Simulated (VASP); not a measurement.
Level of theory: HSE06 screened hybrid, VASP's PBE PAW potentials (set 64) (plane waves; VASP).

Input for VASP

**KPOINTS**
```
Automatic mesh
0
G
 1 1 1
```

### POSCAR
```
BC32Si31
1
    8.7583314355     0.0000000000     0.0000000000
    0.0000000000     8.7583314355     0.0000000000
    0.0000000000     0.0000000000     8.7583314355
Si C B
31 32 1
Direct
  0.4988995305   0.9994114287   0.9994645444
  0.7491171071   0.2495907338   0.9994385851
  0.7491138823   0.9993600438   0.2496968856
  0.9993786353   0.9993532553   0.9994073116
  0.2496930935   0.2496445353   0.9991717381
  0.4996609649   0.4995691785   0.9990741787
  0.7488624604   0.7488519354   0.9991758978
  0.2497003840   0.9990780134   0.2497634481
  0.4992707471   0.2522446940   0.2523449278
  0.7454588095   0.4993582283   0.2524406054
  0.4996378657   0.9989722647   0.4996573108
  0.7454644553   0.2523600580   0.4994722366
  0.7488355425   0.9990780803   0.7488904381
  0.9994408663   0.4988273626   0.9994848561
  0.2496434292   0.7490850278   0.9994588780
  0.9991350678   0.2496617631   0.2497680434
  0.2522829757   0.4991351033   0.2523454335
  0.4994526056   0.7453893393   0.2524474374
  0.9994511495   0.9994243735   0.4989502771
  0.2522709314   0.2522501576   0.4992503552
  0.7460608800   0.7460552686   0.4985433909
  0.2496278318   0.9993532850   0.7491465931
  0.4994641089   0.2523727129   0.7454820414
  0.7460810961   0.4984686446   0.7461378058
  0.9994344283   0.7490988832   0.2497358411
  0.9990498784   0.4996235471   0.4996790283
  0.2524143979   0.7454109885   0.4994786328
  0.9994341291   0.2496329465   0.7491733304
  0.2523861044   0.4993984137   0.7454910003
  0.4985097988   0.7460514138   0.7461403031
  0.9991529965   0.7488655730   0.7489097904
  0.6253388417   0.1267130110   0.1267875131
  0.8741583517   0.3754556425   0.1266123546
  0.8741265240   0.1265247871   0.3755541797
  0.1254601537   0.1254144114   0.1255275157
  0.3755785054   0.3755137354   0.1256850906
  0.6250560403   0.6249970844   0.1246956021
  0.8752220438   0.8751757071   0.1251366625
  0.3755837486   0.1256132043   0.3756123283
  0.6164855056   0.3845615082   0.3846606079
  0.8750173254   0.6250552882   0.3749702554
  0.6250175540   0.1246237490   0.6250684410
  0.8750254601   0.3749075005   0.6251041908
  0.8752211131   0.1250730903   0.8752313663
  0.1267320771   0.6252902477   0.1267904731
  0.3755274746   0.8741088144   0.1266302623
  0.1256510635   0.3755400934   0.3756166511
  0.3846158017   0.6164342425   0.3846427777
  0.6250649369   0.8749726511   0.3749672735
  0.1267345459   0.1267321635   0.6253546461
  0.3845760500   0.3845640043   0.6165530111
  0.6208059329   0.6207712795   0.6208554022
  0.8745614781   0.8745519067   0.6251598952
  0.3755037439   0.1265354077   0.8741568181
  0.6250790263   0.3748934100   0.8750378419
  0.8745818595   0.6251061825   0.8746051984
  0.1265733730   0.8741444364   0.3755661937
  0.1246569107   0.6250364324   0.6250943006
  0.3749168614   0.8749680921   0.6250761106
  0.1265684737   0.3754787412   0.8741898854
  0.3749405108   0.6250341341   0.8750538772
  0.6251030913   0.8745660015   0.8746015482
  0.1250847826   0.8752084429   0.8753110578
  0.4926716845   0.4926143432   0.4926555216
```

### INCAR
```
! general
SYSTEM   = BC32Si31
PREC     = Normal
ENCUT    = 400
LREAL    = Auto
LASPH    = .True.
ISYM     = 0
NELECT   = 254.0

! electronic loop
EDIFF    = 1E-5
NELM     = 50
NELMIN   = 4
ALGO     = Normal

! smearing
ISMEAR   = 0
SIGMA    = 0.05

! functional
GGA      = PE
LHFCALC  = .True.
AEXX     = 0.25
HFSCREEN = 0.2
PRECFOCK = Fast

! ions
ISIF     = 0

! output
LWAVE    = .False.
LCHARG   = .False.
```

POTCAR, in this order: Si C B (PBE.64 set). Program: vasp_gam. Read from the step before: WAVECAR.

What VASP printed:

File OUTCAR:
```
 ion  position               nearest neighbor table
   1  0.499  0.999  0.999-  54 1.90  46 1.90  62 1.90  32 1.93   5 3.09   8 3.09  15 3.09  22 3.09
                             2 3.10   3 3.10  13 3.10   7 3.10   9 3.13  30 3.14  23 3.14  18 3.14
   2  0.749  0.250  0.999-  55 1.89  32 1.89  44 1.90  33 1.91   6 3.09  14 3.09  16 3.10   1 3.10
                             3 3.10   4 3.10  28 3.10  13 3.10  24 3.11   9 3.11  10 3.11  23 3.12
   3  0.749  0.999  0.250-  49 1.89  32 1.89  38 1.90  34 1.91  11 3.09  19 3.09  16 3.10   1 3.10
                             2 3.10   4 3.10  25 3.10   7 3.10  21 3.11   9 3.11  12 3.11  18 3.12
   4  0.999  0.999  0.999-  63 1.89  44 1.89  38 1.89  35 1.91   2 3.10  22 3.10  28 3.10  15 3.10
                             3 3.10  25 3.10   5 3.10  16 3.10   8 3.10  31 3.10   7 3.10  13 3.10
   5  0.250  0.250  0.999-  54 1.89  60 1.89  35 1.90  36 1.91  14 3.09   1 3.09   6 3.10  28 3.10
                            22 3.10   4 3.10  16 3.10   8 3.10  17 3.11   9 3.11  29 3.12  23 3.12
   6  0.500  0.500  0.999-  55 1.89  61 1.89  36 1.90  37 1.90   7 3.09  10 3.09  18 3.09  24 3.09
                             2 3.09  30 3.09  15 3.09   5 3.10   9 3.10  17 3.10  23 3.10  29 3.10
   7  0.749  0.749  0.999-  37 1.89  56 1.89  62 1.89  38 1.91   6 3.09  13 3.10   1 3.10  31 3.10
                            14 3.10   4 3.10   3 3.10  25 3.10  18 3.11  10 3.11  30 3.12  24 3.12
   8  0.250  0.999  0.250-  57 1.89  46 1.89  35 1.90  39 1.91  19 3.09   1 3.09  11 3.10  25 3.10
                            15 3.10   4 3.10  16 3.10   5 3.10  20 3.11   9 3.11  27 3.12  18 3.12
   9  0.499  0.252  0.252-  39 1.89  36 1.89  32 1.91  40 1.93  10 3.06  12 3.06  17 3.06  20 3.06
                            11 3.10   6 3.10   3 3.11   8 3.11   2 3.11   5 3.11   1 3.13
  10  0.745  0.499  0.252-  37 1.89  40 1.90  41 1.91  33 1.91  18 3.05  21 3.05   9 3.06  12 3.06
                             6 3.09  26 3.10   7 3.11   2 3.11  16 3.12  25 3.12  14 3.14
  11  0.500  0.999  0.500-  49 1.89  59 1.89  39 1.90  42 1.90  13 3.09  12 3.09  23 3.09  21 3.09
                             3 3.09  30 3.09  22 3.09   8 3.10   9 3.10  20 3.10  27 3.10  18 3.10
  12  0.745  0.252  0.499-  42 1.89  40 1.90  43 1.91  34 1.91  23 3.05  24 3.05   9 3.06  10 3.06
                            11 3.09  26 3.10  13 3.11   3 3.11  16 3.12  28 3.12  19 3.14
...
```

### OSZICAR
```
       N       E                     dE             d eps       ncg     rms          rms(c)
DAV:   1    -0.561440015493E+03   -0.56144E+03   -0.97992E+00   320   0.784E+00    0.146E+01
DAV:   2    -0.561500090873E+03   -0.60075E-01   -0.26323E-01   368   0.118E+00    0.107E+01
DAV:   3    -0.561483639479E+03    0.16451E-01   -0.16625E-02   368   0.309E-01    0.620E+00
DAV:   4    -0.561477936280E+03    0.57032E-02   -0.34916E-03   368   0.129E-01    0.358E+00
DAV:   5    -0.561475927283E+03    0.20090E-02   -0.11925E-03   376   0.825E-02    0.204E+00
DAV:   6    -0.561475350197E+03    0.57709E-03   -0.60436E-04   360   0.538E-02    0.115E+00
DAV:   7    -0.561475154404E+03    0.19579E-03   -0.76251E-05   352   0.233E-02    0.660E-01
DAV:   8    -0.561475092821E+03    0.61583E-04   -0.52266E-05   320   0.172E-02    0.375E-01
DAV:   9    -0.561475076633E+03    0.16188E-04   -0.13583E-05   224   0.919E-03    0.214E-01
DAV:  10    -0.561475072105E+03    0.45281E-05   -0.45801E-06   208   0.641E-03
   1 F= -.56147507E+03 E0= -.56147507E+03  d E =-.133252E-14
```

OUTCAR:
```
------------------------ aborting loop because EDIFF is reached ----------------------------------------
  volume of cell :      671.84
      direct lattice vectors                 reciprocal lattice vectors
     8.758331436  0.000000000  0.000000000     0.114176999  0.000000000  0.000000000
     0.000000000  8.758331436  0.000000000     0.000000000  0.114176999  0.000000000
     0.000000000  0.000000000  8.758331436     0.000000000  0.000000000  0.114176999
  FREE ENERGIE OF THE ION-ELECTRON SYSTEM (eV)
  ---------------------------------------------------
  free  energy   TOTEN  =      -561.4750721049 eV

  energy  without entropy=     -561.4750721049  energy(sigma->0) =     -561.47507210

  exchange ACFDT corr.  =         0.00000000  see jH, gK, PRB 81, 115126
```
(Selected blocks of OUTCAR.)

The cell is charged, with a uniform compensating background. The supercell is sampled at Γ alone, which is coarse: total energies, pressure and levels can be off, energies of defects by several tenths of an eV.

The cell is a supercell with a defect, built from SiC (zinc blende): B_Si, charge +1. The cell's shape comes from a PBE relaxation. The run is not spin-polarised, so no state with unpaired spins was tried.
